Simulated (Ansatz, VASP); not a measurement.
**ZrCdS3: VASP beside Ansatz**

One calculation is typed for both programs; each brings its own data sets. How far apart do they land? The cell is generated by rule, not measured, and may not be a known phase. The cell is taken from a series of runs on this material, whose earlier steps may have relaxed, scaled, displaced or heated it; both programs get it as it stands.

Calculated with Ansatz 0.2.0; plane waves, with VASP 6.6.1 beside it; zone-centre phonons at PBEsol.

The structure was built from a prototype and need not be the compound's stable phase.

## Step 1: Starting point

The structure is cubic, space group Pm-3m (No. 221). Conventional cell: a = 4.920 Å, b = 4.920 Å, c = 4.920 Å, α = 90.00°, β = 90.00°, γ = 90.00°. Cd has 12 S at 3.48 Å nearest. Zr has 6 S at 2.46 Å nearest. Nearest to S lie 2 Zr at 2.46 Å. Farther neighbours and most contacts between anions are not listed.

As a file:

```cif
data_structure
_symmetry_space_group_name_H-M 'Pm-3m'
_symmetry_Int_Tables_number 221
_cell_length_a 4.9204
_cell_length_b 4.9204
_cell_length_c 4.9204
_cell_angle_alpha 90.000
_cell_angle_beta 90.000
_cell_angle_gamma 90.000
_cell_volume 119.13
loop_
_atom_site_label
_atom_site_type_symbol
_atom_site_symmetry_multiplicity
_atom_site_Wyckoff_symbol
_atom_site_fract_x
_atom_site_fract_y
_atom_site_fract_z
_atom_site_occupancy
Cd1 Cd 1 a 0.00000 0.00000 0.00000 1
Zr1 Zr 1 b 0.50000 0.50000 0.50000 1
S1 S 3 c 0.50000 0.50000 0.00000 1
```

## Step 2: VASP: zone-centre phonons, PBEsol

Second derivatives magnify differences that forces hide, and they need a tight electronic threshold.

Lines of VASP's logs that name or quote its potential files are left out, and so is its time.

The input, INCAR:

```
SYSTEM = ZrCdS3
PREC = Accurate
ENCUT = 500
EDIFF = 1E-08
NELM = 120
ISMEAR = 1
SIGMA = 0.2
LREAL = .FALSE.
ALGO = Normal
GGA = PS
NBANDS = 27
LASPH = .TRUE.
LORBIT = 11
LWAVE = .FALSE.
LCHARG = .FALSE.
ISIF = 2
IBRION = 8
GGA_COMPAT = .FALSE.
KPAR = 2
```

The input, POSCAR:

```
ZrCdS3
1.0
    4.9204475525      0.0000000000      0.0000000000
    0.0000000000      4.9204475525      0.0000000000
    0.0000000000      0.0000000000      4.9204475525
Cd Zr S
1 1 3
Direct
    0.0000000000      0.0000000000      0.0000000000
    0.5000000000      0.5000000000      0.5000000000
    0.5000000000      0.5000000000      0.0000000000
    0.5000000000      0.0000000000      0.5000000000
    0.0000000000      0.5000000000      0.5000000000
```

The input, KPOINTS:

```
Automatic mesh
0
Gamma
8 8 8
0 0 0
```

The projector-augmented-wave data sets are Cd, Zr_sv and S (PBE family, release 64).

Started as:

```bash
> mpirun -np 2 vasp_std
```

Numbers of over 12 decimals in the logs are rounded to 6 here.

The log of the run:

```text
[banner, memory and clock lines left out]
running    2 mpi-ranks, on    1 nodes
 distrk:  each k-point on    1 cores,    2 groups
 distr:  one band on    1 cores,    1 groups

 POSCAR found type information on POSCAR CdZrS
 POSCAR found :  3 types and       5 ions
|                                                                             |
|               ----> ADVICE to this user running VASP <----                  |
|                                                                             |
|     You enforced a specific xc type in the INCAR file but a different       |
|     [... a line on the potential file left out ...]
|     I HOPE YOU KNOW WHAT YOU ARE DOING!                                     |
|                                                                             |

 LDA part: xc-table for (Slater+PW92), standard interpolation
 POSCAR, INCAR and KPOINTS ok, starting setup
 FFT: planning ... GRIDC
 FFT: planning ... GRID_SOFT
 FFT: planning ... GRID
 WAVECAR not read
 entering main loop
       N       E                     dE             d eps       ncg     rms          rms(c)
DAV:   1     0.321058440212E+03    0.32106E+03   -0.20493E+04  1906   0.139E+03
DAV:   2    -0.326131404625E+01   -0.32432E+03   -0.31532E+03  2265   0.348E+02
DAV:   3    -0.284615214388E+02   -0.25200E+02   -0.24894E+02  2837   0.878E+01
DAV:   4    -0.296156452083E+02   -0.11541E+01   -0.11523E+01  2750   0.147E+01
DAV:   5    -0.296683995796E+02   -0.52754E-01   -0.52750E-01  2585   0.212E+00    0.200E+01
DAV:   6    -0.264240914467E+02    0.32443E+01   -0.12149E+01  2120   0.186E+01    0.101E+01
DAV:   7    -0.263235417171E+02    0.10055E+00   -0.67022E-01  2422   0.502E+00    0.489E+00
DAV:   8    -0.262938749592E+02    0.29667E-01   -0.10088E-01  2354   0.207E+00    0.520E-01
DAV:   9    -0.262939246432E+02   -0.49684E-04   -0.93193E-03  2559   0.518E-01    0.250E-01
DAV:  10    -0.262940663268E+02   -0.14168E-03   -0.24691E-03  2361   0.268E-01    0.785E-02
DAV:  11    -0.262940019488E+02    0.64378E-04   -0.70234E-04  2218   0.110E-01    0.297E-02
DAV:  12    -0.262939879052E+02    0.14044E-04   -0.58723E-05  2164   0.453E-02    0.132E-02
DAV:  13    -0.262939881857E+02   -0.28050E-06   -0.31662E-06  2353   0.115E-02    0.521E-03
DAV:  14    -0.262939879404E+02    0.24531E-06   -0.23899E-07  2591   0.346E-03    0.828E-04
DAV:  15    -0.262939878909E+02    0.49475E-07   -0.49986E-08  2144   0.116E-03    0.351E-04
DAV:  16    -0.262939878824E+02    0.85233E-08   -0.10900E-08  1220   0.590E-04
   1 F= -.26293988E+02 E0= -.26290863E+02  d E =-.937594E-02
 Linear response reoptimize wavefunctions to high precision
DAV:   1    -0.262939878849E+02   -0.24911E-08   -0.22423E-09  1285   0.227E-04
DAV:   2    -0.262939878849E+02    0.15916E-10   -0.32972E-10  1155   0.998E-05
 Linear response DOF=           4
 Linear response progress:
  Degree of freedom:   1/  4
       N       E                     dE             d eps       ncg     rms          rms(c)
RMM:   1    -0.437417169462E+00   -0.43742E+00   -0.25691E-01  7021   0.186E+00
RMM:   2    -0.438491180628E+00   -0.10740E-02   -0.14470E-03  6710   0.178E-01    0.662E-02
RMM:   3    -0.437891500240E+00    0.59968E-03   -0.93379E-05  7199   0.407E-02    0.361E-02
RMM:   4    -0.437246005685E+00    0.64549E-03   -0.40275E-05  6831   0.298E-02    0.859E-03
RMM:   5    -0.437146689980E+00    0.99316E-04   -0.29495E-06  7140   0.717E-03    0.282E-03
RMM:   6    -0.437159543690E+00   -0.12854E-04   -0.58134E-07  7564   0.242E-03    0.831E-04
RMM:   7    -0.437171967072E+00   -0.12423E-04   -0.92086E-08  7648   0.914E-04    0.214E-04
RMM:   8    -0.437173504775E+00   -0.15377E-05    0.81370E-08  8169   0.397E-04    0.137E-04
RMM:   9    -0.437172397823E+00    0.11070E-05    0.77771E-08  8393   0.194E-04    0.800E-05
RMM:  10    -0.437172030566E+00    0.36726E-06    0.74003E-08  8336   0.127E-04    0.300E-05
RMM:  11    -0.437172117339E+00   -0.86774E-07    0.31185E-08  8837   0.845E-05    0.872E-06
RMM:  12    -0.437172060857E+00    0.56482E-07    0.28352E-08  8778   0.655E-05    0.421E-06
RMM:  13    -0.437172048445E+00    0.12412E-07    0.11865E-08  8490   0.545E-05    0.193E-06
RMM:  14    -0.437172052377E+00   -0.39318E-08    0.94376E-09  7919   0.492E-05    0.151E-06
 first order change of Fermi-energy   0.23386E-03
 force on displaced ion       1 direction 1 :   1.587   0.000  -0.000
 Linear response progress:
  Degree of freedom:   2/  4
       N       E                     dE             d eps       ncg     rms          rms(c)
RMM:   1    -0.768532432346E+00   -0.76853E+00    0.31995E+00  5246   0.104E+01
RMM:   2    -0.712630546088E+00    0.55902E-01   -0.22547E-01  6414   0.199E+00    0.235E-01
RMM:   3    -0.716194271916E+00   -0.35637E-02   -0.50385E-02  7078   0.576E-01    0.121E-01
RMM:   4    -0.718108001623E+00   -0.19137E-02   -0.64607E-03  8197   0.186E-01    0.661E-02
RMM:   5    -0.718092321163E+00    0.15680E-04   -0.61094E-04  8788   0.671E-02    0.297E-02
RMM:   6    -0.717924420923E+00    0.16790E-03   -0.76602E-05  8560   0.274E-02    0.768E-03
RMM:   7    -0.717914348845E+00    0.10072E-04   -0.22785E-05  9245   0.120E-02    0.219E-03
RMM:   8    -0.717923355003E+00   -0.90062E-05   -0.10116E-05  9335   0.631E-03    0.127E-03
RMM:   9    -0.717931828673E+00   -0.84737E-05   -0.10511E-05  9278   0.417E-03    0.393E-04
RMM:  10    -0.717936656845E+00   -0.48282E-05   -0.83155E-06  9487   0.313E-03    0.138E-04
RMM:  11    -0.717937491041E+00   -0.83420E-06   -0.83191E-06  9766   0.237E-03    0.106E-04
RMM:  12    -0.717938017628E+00   -0.52659E-06   -0.70691E-06  9963   0.193E-03    0.136E-04
RMM:  13    -0.717936795679E+00    0.12219E-05   -0.68325E-06  9108   0.166E-03    0.231E-04
RMM:  14    -0.717938091263E+00   -0.12956E-05   -0.54546E-06  9182   0.144E-03    0.204E-04
[...]
RMM:  21    -0.717943395320E+00   -0.12078E-06   -0.28948E-06  8546   0.709E-04    0.132E-04
RMM:  22    -0.717943418852E+00   -0.23532E-07   -0.25233E-06  8598   0.655E-04    0.154E-04
RMM:  23    -0.717943602932E+00   -0.18408E-06   -0.23877E-06  8571   0.612E-04    0.164E-04
RMM:  24    -0.717943143415E+00    0.45952E-06   -0.20841E-06  9331   0.578E-04    0.210E-04
RMM:  25    -0.717943050226E+00    0.93190E-07   -0.19851E-06  8857   0.534E-04    0.233E-04
RMM:  26    -0.717942931273E+00    0.11895E-06   -0.17527E-06  8978   0.501E-04    0.257E-04
RMM:  27    -0.717943176216E+00   -0.24494E-06   -0.16653E-06  9182   0.474E-04    0.257E-04
RMM:  28    -0.717943649297E+00   -0.47308E-06   -0.14760E-06 10396   0.454E-04    0.241E-04
 first order change of Fermi-energy  -0.12854E-03
 force on displaced ion       2 direction 1 :  -3.672  -0.000   0.000
 Linear response progress:
  Degree of freedom:   3/  4
       N       E                     dE             d eps       ncg     rms          rms(c)
RMM:   1    -0.117382793262E+00   -0.11738E+00   -0.52287E-02 14693   0.123E+00
RMM:   2    -0.110566840884E+00    0.68160E-02   -0.77778E-03 11278   0.307E-01    0.510E-02
RMM:   3    -0.110880971290E+00   -0.31413E-03   -0.70932E-04 11872   0.768E-02    0.261E-02
RMM:   4    -0.111175642461E+00   -0.29467E-03   -0.12802E-04 11685   0.346E-02    0.113E-02
RMM:   5    -0.111188590693E+00   -0.12948E-04   -0.22569E-05 13104   0.107E-02    0.834E-03
RMM:   6    -0.111184901843E+00    0.36888E-05   -0.65315E-06 12769   0.597E-03    0.194E-03
RMM:   7    -0.111194548812E+00   -0.96470E-05    0.17135E-05 13360   0.237E-03    0.121E-03
RMM:   8    -0.111198629784E+00   -0.40810E-05    0.27227E-05 13486   0.128E-03    0.865E-04
RMM:   9    -0.111198305766E+00    0.32402E-06    0.18496E-05 14426   0.683E-04    0.343E-04
RMM:  10    -0.111199276678E+00   -0.97091E-06    0.12164E-05 14080   0.416E-04    0.128E-04
RMM:  11    -0.111199506958E+00   -0.23028E-06    0.84297E-06 14901   0.261E-04    0.707E-05
RMM:  12    -0.111199429458E+00    0.77500E-07    0.49969E-06 15323   0.174E-04    0.438E-05
RMM:  13    -0.111199418759E+00    0.10699E-07    0.26434E-06 15376   0.125E-04    0.282E-05
RMM:  14    -0.111199403748E+00    0.15011E-07    0.19814E-06 14979   0.997E-05    0.177E-05
RMM:  15    -0.111199411009E+00   -0.72610E-08    0.10805E-06 14540   0.843E-05    0.580E-06
RMM:  16    -0.111199408909E+00    0.21004E-08    0.84858E-07 14172   0.744E-05    0.370E-06
RMM:  17    -0.111199411188E+00   -0.22785E-08    0.47495E-07 11797   0.681E-05    0.269E-06
RMM:  18    -0.111199411573E+00   -0.38551E-09    0.42634E-07 10723   0.642E-05    0.407E-06
RMM:  19    -0.111199409454E+00    0.21188E-08    0.20578E-07 10339   0.617E-05    0.701E-06
RMM:  20    -0.111199414016E+00   -0.45622E-08    0.22222E-07 11217   0.602E-05    0.400E-06
RMM:  21    -0.111199417934E+00   -0.39177E-08    0.13372E-07 12113   0.593E-05    0.528E-07
RMM:  22    -0.111199419124E+00   -0.11896E-08    0.12608E-07  9519   0.581E-05    0.317E-07
RMM:  23    -0.111199418991E+00    0.13321E-09    0.53049E-08  9484   0.576E-05    0.823E-07
 first order change of Fermi-energy  -0.15827E-02
 force on displaced ion       3 direction 1 :   1.187   0.000   0.000
 Linear response progress:
  Degree of freedom:   4/  4
       N       E                     dE             d eps       ncg     rms          rms(c)
RMM:   1    -0.133269815762E+00   -0.13327E+00   -0.11474E-01  9551   0.144E+00
RMM:   2    -0.119246701781E+00    0.14023E-01   -0.10982E-02  7281   0.373E-01    0.182E-01
RMM:   3    -0.120060091517E+00   -0.81339E-03   -0.28838E-03  6909   0.160E-01    0.916E-02
RMM:   4    -0.120693915260E+00   -0.63382E-03   -0.10160E-03  7633   0.888E-02    0.280E-02
RMM:   5    -0.120783472381E+00   -0.89557E-04   -0.20920E-04  7964   0.401E-02    0.121E-02
RMM:   6    -0.120825966849E+00   -0.42494E-04   -0.71076E-05  8180   0.166E-02    0.590E-03
RMM:   7    -0.120863551775E+00   -0.37585E-04   -0.80481E-05  8252   0.925E-03    0.256E-03
RMM:   8    -0.120852187572E+00    0.11364E-04   -0.13364E-04  8413   0.423E-03    0.409E-04
RMM:   9    -0.120854246153E+00   -0.20586E-05   -0.69328E-05  8930   0.213E-03    0.265E-04
RMM:  10    -0.120854344327E+00   -0.98174E-07   -0.43692E-05  9263   0.108E-03    0.310E-04
RMM:  11    -0.120856063675E+00   -0.17193E-05   -0.20569E-05  8292   0.736E-04    0.918E-05
RMM:  12    -0.120855755578E+00    0.30810E-06   -0.13032E-05  8877   0.406E-04    0.464E-05
RMM:  13    -0.120855880116E+00   -0.12454E-06   -0.80803E-06  8872   0.265E-04    0.244E-05
RMM:  14    -0.120855911396E+00   -0.31280E-07   -0.55857E-06  9064   0.174E-04    0.672E-06
[...]
RMM:  20    -0.120855941084E+00    0.28831E-07   -0.46543E-07  7683   0.621E-05    0.630E-06
RMM:  21    -0.120855963211E+00   -0.22127E-07   -0.30552E-07  7379   0.584E-05    0.769E-07
RMM:  22    -0.120855965732E+00   -0.25202E-08   -0.29565E-07  6972   0.550E-05    0.102E-06
RMM:  23    -0.120855965614E+00    0.11743E-09   -0.18290E-07  5753   0.534E-05    0.150E-06
RMM:  24    -0.120855957970E+00    0.76436E-08   -0.16500E-07  6277   0.526E-05    0.389E-06
RMM:  25    -0.120855963487E+00   -0.55163E-08   -0.14477E-07  5807   0.518E-05    0.293E-06
RMM:  26    -0.120855971924E+00   -0.84370E-08   -0.14089E-07  6982   0.517E-05    0.112E-06
RMM:  27    -0.120855975410E+00   -0.34862E-08   -0.94918E-08  6021   0.509E-05    0.260E-07
 first order change of Fermi-energy  -0.34050E-03
 force on displaced ion       3 direction 3 :  -0.000  -0.000 -12.369
 Linear response finished
```

(Continued in part 2 of 2.)

[Lines on the potential files, build, host, timing and source positions are cut from VASP's logs without a mark.]

[Logs are printed without paths, hosts, clocks, repeated set-up lines and the standing remarks that a program may print on its own settings, such as how far it seeks lower states.]

[Hosts, paths, dates, database ids (printed as entryN), source tags and the programs' standing remarks are cut or masked in the printed files.]
